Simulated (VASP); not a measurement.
# A VASP study of SnSe2 (PBEsol): structure first, properties next, part 5 of 6

What structure and properties does PBEsol give SnSe2, and how near are they to the measured ones? The start is a cell from a database of measured crystal structures.

VASP 6.6.1, plane waves and PAW; the level of theory is named at each step.

Still holding for the runs below: Spin-orbit coupling is off here; with elements this heavy it splits and shifts levels by tenths of an eV or more.

So far, gap on the k-mesh (eV): step 2 (relaxing cell and atoms (PBEsol)) 0.637; step 5 (density of states (PBEsol)) 0.500; step 6 (vibrations at Γ (PBEsol)) 0.637; step 7 (independent-particle dielectric function (PBEsol)) 0.500. The relaxed cell has a = 3.820, c = 6.134 Å (conventional setting).

### Step 9. A semilocal run for the hybrid's start

This step: PBEsol; plane waves and PAW (Sn_d, Se) (VASP 6.6.1).

A hybrid converges badly from random orbitals, so a cheap semilocal run writes a WAVECAR on the same mesh first.

INCAR reads:

```
SYSTEM = SnSe2
PREC = Accurate
ENCUT = 400
EDIFF = 1E-05
NELM = 100
ISMEAR = 0
SIGMA = 0.05
LREAL = .FALSE.
ALGO = Normal
GGA = PS
NBANDS = 19
LORBIT = 11
LWAVE = .TRUE.
LCHARG = .FALSE.
KPAR = 2
```

POSCAR reads:

```
SnSe2
1.0
    3.8202979081      0.0000000000      0.0000000000
   -1.9101489540      3.3084750384      0.0000000000
    0.0000000000      0.0000000000      6.1341064093
Sn Se
1 2
Direct
    0.0000000000      0.0000000000      0.0000000000
    0.3333333333      0.6666666667      0.2587113852
    0.6666666667      0.3333333333      0.7412886148
```

KPOINTS reads:

```
Automatic mesh
0
Gamma
4 4 3
0 0 0
```

Potentials, in the order of the species: Sn_d and Se (PBE family, release 64).

The run is started by

```console
mpirun -np 2 vasp_std
```

Output:

```text
[... set-up lines as in an earlier step ...]
 entering main loop
       N       E                     dE             d eps       ncg     rms          rms(c)
DAV:   1     0.172444124404E+03    0.17244E+03   -0.10718E+04   342   0.128E+03
DAV:   2     0.560555504202E+01   -0.16684E+03   -0.16150E+03   369   0.325E+02
DAV:   3    -0.124726777045E+02   -0.18078E+02   -0.17799E+02   403   0.105E+02
DAV:   4    -0.131238266504E+02   -0.65115E+00   -0.64939E+00   414   0.217E+01
DAV:   5    -0.131389150548E+02   -0.15088E-01   -0.15081E-01   458   0.323E+00    0.493E+00
DAV:   6    -0.128811760218E+02    0.25774E+00   -0.51174E-01   490   0.804E+00    0.312E+00
DAV:   7    -0.128531640672E+02    0.28012E-01   -0.15010E-01   424   0.269E+00    0.925E-01
DAV:   8    -0.128512800443E+02    0.18840E-02   -0.11043E-02   445   0.100E+00    0.267E-01
DAV:   9    -0.128513663138E+02   -0.86270E-04   -0.11121E-03   397   0.248E-01    0.746E-02
DAV:  10    -0.128513734862E+02   -0.71724E-05   -0.10105E-04   424   0.625E-02    0.302E-02
DAV:  11    -0.128513897186E+02   -0.16232E-04   -0.25849E-05   335   0.285E-02    0.616E-03
DAV:  12    -0.128513898055E+02   -0.86860E-07   -0.13366E-06   210   0.976E-03
   1 F= -.12851390E+02 E0= -.12851390E+02  d E =-.295092E-12
 writing wavefunctions
```

Elapsed: 3.8 s, on 2 MPI ranks of AMD EPYC 9R45, shared host; peak memory 0.28 GiB; 6.2 s of CPU time.

From OUTCAR (step 9):

```text
   k-points           NKPTS =      9   k-points in BZ     NKDIM =      9   number of bands    NBANDS=     19

   NELECT =      26.0000    total number of electrons

 E-fermi :   4.2265

 k-point     1 :       0.0000    0.0000    0.0000
  band No.  band energies     occupation
    ...
      9       3.4962      2.00000
     10       3.4962      2.00000
     11       3.7332      2.00000
     12       3.7332      2.00000
     13       3.9833      2.00000
     14       4.9223      0.00000
     15       7.0207      0.00000
     16       8.6420      0.00000
     17       8.6420      0.00000
     18      12.0654      0.00000
    ...

  Total        0.4108373      0.4108373     -0.1460254      0.0000000      0.0000000     -0.0000000
  in kB        8.4899294      8.4899294     -3.0176055      0.0000000      0.0000000     -0.0000000
  external PRESSURE =       4.6540844 kB  Pullay stress =       0.0000000 kB

 POSITION                                       TOTAL-FORCE (eV/Angst)
 -----------------------------------------------------------------------------------
      0.00000      0.00000      0.00000         0.000000      0.000000      0.000000
     -0.00000      2.20565      1.58696        -0.000000      0.000000     -0.107442
      1.91015      1.10283      4.54714         0.000000      0.000000      0.107442
 -----------------------------------------------------------------------------------
    total drift:                               -0.000000     -0.000000      0.000000

  FREE ENERGIE OF THE ION-ELECTRON SYSTEM (eV)
  ---------------------------------------------------
  free  energy   TOTEN  =       -12.8513898055 eV

  energy  without entropy=      -12.8513898055  energy(sigma->0) =      -12.85138981

[... 6 parts as in an earlier step ...]

[... 10 further parts left out ...]
```

A gap read on the k-mesh alone can miss the band edges.

Numbers from this step:

- SCF cycles: 12
- bands: 19
- irreducible k-points: 9
- free energy (TOTEN): -12.85 eV
- Fermi energy: 4.226 eV
- pressure: 0.4654 GPa
- valence top at k: 0.25, 0, 0
- gap on the k-mesh: 0.6155 eV
- least direct gap on the k-mesh: 0.9390 eV

Force by atom:

| atom | x (eV/Å) | y (eV/Å) | z (eV/Å) | size |
| --- | --- | --- | --- | --- |
| Sn1 | 0.000 | 0.000 | 0.000 | 0.000 |
| Se2 | 0.000 | 0.000 | -0.107 | 0.107 |
| Se3 | 0.000 | 0.000 | 0.107 | 0.107 |

### Step 10. Bands along the symmetry lines (HSE06)

This step: HSE06; plane waves and PAW (Sn_d, Se) (VASP 6.6.1).

HSE06 mixes in a quarter of exact exchange at short range, at far higher cost; in semiconductors this cures much of the gap error, while metals seldom gain.

INCAR reads:

```
SYSTEM = SnSe2
PREC = Accurate
ENCUT = 400
EDIFF = 1E-06
NELM = 100
ISMEAR = 0
SIGMA = 0.05
LREAL = .FALSE.
ALGO = Normal
LHFCALC = .TRUE.
AEXX = 0.25
GGA = PE
HFSCREEN = 0.2
LASPH = .TRUE.
NBANDS = 19
PRECFOCK = Fast
LORBIT = 11
LWAVE = .FALSE.
LCHARG = .FALSE.
KPAR = 2
```

POSCAR is that of step 9.

KPOINTS is that of step 9.

KPOINTS_OPT reads:

```
Line mode
6
Line-mode
Reciprocal
  0.00000000   0.00000000   0.00000000 GAMMA
  0.50000000   0.00000000   0.00000000 M

  0.50000000   0.00000000   0.00000000 M
  0.33333333   0.33333333   0.00000000 K

  0.33333333   0.33333333   0.00000000 K
  0.00000000   0.00000000   0.00000000 GAMMA

  0.00000000   0.00000000   0.00000000 GAMMA
  0.00000000   0.00000000   0.50000000 A

  0.00000000   0.00000000   0.50000000 A
  0.50000000   0.00000000   0.50000000 L

  0.50000000   0.00000000   0.50000000 L
  0.33333333   0.33333333   0.50000000 H

  0.33333333   0.33333333   0.50000000 H
  0.00000000   0.00000000   0.50000000 A

  0.50000000   0.00000000   0.50000000 L
  0.50000000   0.00000000   0.00000000 M

  0.33333333   0.33333333   0.00000000 K
  0.33333333   0.33333333   0.50000000 H
```

The WAVECAR or CHGCAR of an earlier step is read.

The run is started by

```console
mpirun -np 2 vasp_std
```

Output:

```text
[banner, memory and clock lines left out]
running    2 mpi-ranks, on    1 nodes
 distrk:  each k-point on    1 cores,    2 groups
 distr:  one band on    1 cores,    1 groups

 POSCAR found type information on POSCAR SnSe
 POSCAR found :  2 types and       3 ions
 LDA part: xc-table for (Slater+PW92), standard interpolation
 found WAVECAR, reading the header
 POSCAR, INCAR and KPOINTS ok, starting setup
 FFT: planning ... GRIDC
 FFT: planning ... GRID_SOFT
 FFT: planning ... GRID
 reading WAVECAR
 the WAVECAR file was read successfully
 initial charge from wavefunction
 entering main loop
       N       E                     dE             d eps       ncg     rms          rms(c)
DAV:   1    -0.144685445241E+02   -0.14469E+02   -0.95028E-01   362   0.933E+00    0.217E+00
DAV:   2    -0.144795568494E+02   -0.11012E-01   -0.65010E-02   366   0.142E+00    0.147E+00
DAV:   3    -0.144767458382E+02    0.28110E-02   -0.81374E-03   502   0.584E-01    0.906E-01
DAV:   4    -0.144763647080E+02    0.38113E-03   -0.15347E-03   383   0.282E-01    0.530E-01
DAV:   5    -0.144761863175E+02    0.17839E-03   -0.16422E-04   384   0.146E-01    0.305E-01
DAV:   6    -0.144761199628E+02    0.66355E-04   -0.75318E-05   431   0.840E-02    0.167E-01
DAV:   7    -0.144761055121E+02    0.14451E-04   -0.24471E-05   369   0.368E-02    0.914E-02
DAV:   8    -0.144761020690E+02    0.34431E-05   -0.37943E-06   402   0.151E-02    0.522E-02
DAV:   9    -0.144761016675E+02    0.40156E-06   -0.10924E-06   285   0.874E-03
   1 F= -.14476102E+02 E0= -.14476102E+02  d E =-.110858E-20
 Start KPOINTS_OPT (optional k-point list driver)
k-point batch [1-9\54]
       N       E                     dE             ncg
DAV:   1    -0.378618733631E+02   -0.46118E+04      348
DAV:   2    -0.180084829962E+04   -0.17630E+04      372
DAV:   3    -0.202653738668E+04   -0.22569E+03      424
DAV:   4    -0.203872692363E+04   -0.12190E+02      381
DAV:   5    -0.203897897344E+04   -0.25205E+00      465
DAV:   6    -0.203898445288E+04   -0.54794E-02      427
DAV:   7    -0.203898461581E+04   -0.16293E-03      483
DAV:   8    -0.203898461847E+04   -0.26578E-05      362
DAV:   9    -0.203898461862E+04   -0.14959E-06      256
[...]
k-point batch [46-54\54]
       N       E                     dE             ncg
DAV:   1    -0.101147816169E+03   -0.73518E+04      342
DAV:   2    -0.189169050924E+04   -0.17905E+04      359
DAV:   3    -0.209646119459E+04   -0.20477E+03      427
DAV:   4    -0.210460600211E+04   -0.81448E+01      413
DAV:   5    -0.210478318618E+04   -0.17718E+00      489
DAV:   6    -0.210478736200E+04   -0.41758E-02      449
DAV:   7    -0.210478757195E+04   -0.20995E-03      494
DAV:   8    -0.210478757925E+04   -0.73054E-05      370
DAV:   9    -0.210478757946E+04   -0.20312E-06      307
```

Wall time 8.6 min (2 MPI ranks); peak memory 0.51 GiB.

Parts of OUTCAR (step 10):

```text
   k-points           NKPTS =      9   k-points in BZ     NKDIM =     48   number of bands    NBANDS=     19

   NELECT =      26.0000    total number of electrons

  exchange ACFDT corr.  =         0.00000000  see jH, gK, PRB 81, 115126

 E-fermi :   3.8625

 k-point     1 :       0.0000    0.0000    0.0000
  band No.  band energies     occupation
    ...
      9       2.9911      2.00000
     10       2.9911      2.00000
     11       3.2690      2.00000
     12       3.2690      2.00000
     13       3.5187      2.00000
     14       5.3638      0.00000
     15       7.5523      0.00000
     16       9.2286      0.00000
     17       9.2286      0.00000
     18      12.7055      0.00000
    ...

 POSITION                                       TOTAL-FORCE (eV/Angst)
 -----------------------------------------------------------------------------------
      0.00000      0.00000      0.00000         0.000000      0.000000      0.000000
     -0.00000      2.20565      1.58696        -0.000000      0.000000     -0.437191
      1.91015      1.10283      4.54714        -0.000000     -0.000000      0.437191
 -----------------------------------------------------------------------------------
    total drift:                               -0.000000     -0.000002      0.000000

  FREE ENERGIE OF THE ION-ELECTRON SYSTEM (eV)
  ---------------------------------------------------
  free  energy   TOTEN  =       -14.4761016675 eV

  energy  without entropy=      -14.4761016675  energy(sigma->0) =      -14.47610167

[... 7 parts as in an earlier step ...]

[... 9 further parts left out ...]
```

The k-mesh is coarse for exact exchange; levels may shift by about 0.1 eV on a finer one.

Numbers from this step:

```
SCF cycles                        : 9
free energy (TOTEN)               : -14.48 eV
Fermi energy                      : 3.862 eV
least gap on mesh and path        : 1.253 eV
least direct gap on mesh and path : 1.845 eV
valence top at k                  : 0.06667, 0.06667, 0
```

The electronic bands at the labelled points (eV, zero at the valence-band top; v1 is the highest filled band, c1 the lowest empty one):

| point | v4 | v3 | v2 | v1 | c1 | c2 | c3 | c4 |
| --- | --- | --- | --- | --- | --- | --- | --- | --- |
| Γ | -0.67 | -0.40 | -0.40 | -0.15 | 1.70 | 3.89 | 5.56 | 5.56 |
| 0.60 of the way | -2.98 | -2.30 | -0.55 | -0.18 | 2.36 | 4.77 | 6.23 | 6.59 |
| M | -3.35 | -2.78 | -1.49 | -0.33 | 1.79 | 4.53 | 6.05 | 6.13 |
| 0.40 of the way | -3.26 | -3.26 | -1.51 | -1.12 | 2.00 | 5.62 | 5.94 | 6.94 |
| K | -3.88 | -3.57 | -1.87 | -1.87 | 1.75 | 7.37 | 7.37 | 8.19 |
| 0.60 of the way | -3.02 | -1.13 | -0.95 | -0.09 | 3.00 | 5.36 | 5.57 | 6.33 |
| Γ | -0.67 | -0.40 | -0.40 | -0.15 | 1.70 | 3.89 | 5.56 | 5.56 |
| 0.60 of the way | -0.78 | -0.78 | -0.25 | -0.25 | 2.85 | 3.87 | 5.33 | 5.33 |
| A | -0.81 | -0.81 | -0.19 | -0.19 | 3.30 | 3.79 | 5.22 | 5.22 |
| 0.40 of the way | -2.02 | -1.57 | -1.48 | -0.39 | 2.61 | 5.28 | 6.22 | 6.59 |
| L | -2.54 | -2.20 | -1.00 | -0.84 | 1.33 | 4.91 | 5.54 | 6.60 |
| 0.40 of the way | -3.47 | -2.77 | -0.74 | -0.62 | 2.02 | 5.12 | 6.19 | 6.27 |
| H | -4.56 | -4.05 | -0.45 | -0.45 | 3.12 | 5.27 | 5.27 | 6.91 |
| 0.40 of the way | -3.36 | -2.53 | -0.91 | -0.90 | 2.80 | 5.39 | 6.50 | 6.72 |
| A | -0.81 | -0.81 | -0.19 | -0.19 | 3.30 | 3.79 | 5.22 | 5.22 |
| jump to L | -2.54 | -2.20 | -1.00 | -0.84 | 1.33 | 4.91 | 5.54 | 6.60 |
| 0.40 of the way | -2.71 | -2.63 | -0.93 | -0.66 | 1.27 | 4.87 | 6.10 | 6.70 |
| M | -3.35 | -2.78 | -1.49 | -0.33 | 1.79 | 4.53 | 6.05 | 6.13 |
| jump to K | -3.88 | -3.57 | -1.87 | -1.87 | 1.75 | 7.37 | 7.37 | 8.19 |
| 0.40 of the way | -4.18 | -3.75 | -1.36 | -1.36 | 2.17 | 6.55 | 6.55 | 7.78 |
| H | -4.56 | -4.05 | -0.45 | -0.45 | 3.12 | 5.27 | 5.27 | 6.91 |

Of the projections kept (Sn, Se), the largest for each band there; the rest of the weight can lie on other orbitals:

| point | v4 | v3 | v2 | v1 | c1 | c2 | c3 | c4 |
| --- | --- | --- | --- | --- | --- | --- | --- | --- |
| Γ | Se 0.79 | Se 0.92 | Se 0.92 | Se 0.87 | Se 0.55 | Sn 0.56 | Sn 0.71 | Sn 0.71 |
| M | Se 0.77 | Se 0.69 | Se 0.87 | Se 0.92 | Se 0.55 | Sn 0.57 | Se 0.65 | Sn 0.60 |
| K | Se 0.68 | Se 0.64 | Se 0.92 | Se 0.92 | Se 0.55 | Se 0.61 | Se 0.61 | Sn 0.51 |
| Γ | Se 0.79 | Se 0.92 | Se 0.92 | Se 0.87 | Se 0.55 | Sn 0.56 | Sn 0.71 | Sn 0.71 |
| A | Se 0.81 | Se 0.81 | Se 0.91 | Se 0.91 | Se 0.58 | Sn 0.63 | Sn 0.74 | Sn 0.74 |
| L | Se 0.67 | Se 0.74 | Se 0.90 | Se 0.93 | Se 0.54 | Se 0.66 | Sn 0.62 | Sn 0.51 |

The electronic bands as a text plot (rows in eV, shown from -7.9 to 5.2 only):

```
    4.9 |    ++  +          ++    ++    +++++   ++  ++  +++
    4.4 | +++  ++           ++      +                 ++   ++
    3.9 |+                    ++++++                    +
    3.3 |                         +++          +      +++
    2.8 |  ++           ++++++   +   ++      ++ ++++++         ++
    2.2 | +  ++   ++  ++       ++      +    +                 +
    1.7 |+     +++  ++        +         ++ +               +++
    1.1 |                                 +              ++
    0.6 |
    0.0 |******           *****  ****                   *
   -0.5 |*   *****      **  ******  ******  ******  **** ****   *
   -1.1 | *    *  *   **  **    * ***   ****      ****  ***    *
   -1.6 | ***   ******  **  **   *  ****              **   ****
   -2.2 |  ****     * ****  **      ********        **** *
   -2.7 |    *****    **          ** **   ***     ****  *****
   -3.3 |  **  ******     **                **  ******     **
   -3.8 |          *******                   ***             ****
   -4.4 |    ***  *** **               *      ******          ***
   -4.9 |       **                      **   ** **        ***
   -5.4 |                         **      ***           **
   -6.0 |                        *  ***               **
   -6.5 |****             *******      *            **
   -7.1 |    **         **                        **
   -7.6 |      *********                **********       ********
         Γ      M    K        Γ   A       L    H       A|L M|K  H
```

Force by atom:

| atom | x (eV/Å) | y (eV/Å) | z (eV/Å) | size |
| --- | --- | --- | --- | --- |
| Sn1 | 0.000 | 0.000 | 0.000 | 0.000 |
| Se2 | 0.000 | 0.000 | -0.437 | 0.437 |
| Se3 | 0.000 | 0.000 | 0.437 | 0.437 |

The gap moves by +0.76 eV against PBEsol, which ran on another mesh.

[end of part 5 of 6]

[Lines on the potential files, build, host, timing and source positions are cut from VASP's logs without a mark.]

[Logs are printed without paths, hosts, clocks, repeated set-up lines and the standing remarks that a program may print on its own settings, such as how far it seeks lower states.]

[Hosts, paths, dates, database ids (printed as entryN), source tags and the programs' standing remarks are cut or masked in the printed files.]

[A measured line is paired with the nearest computed mode of its activity, which favours agreement.]
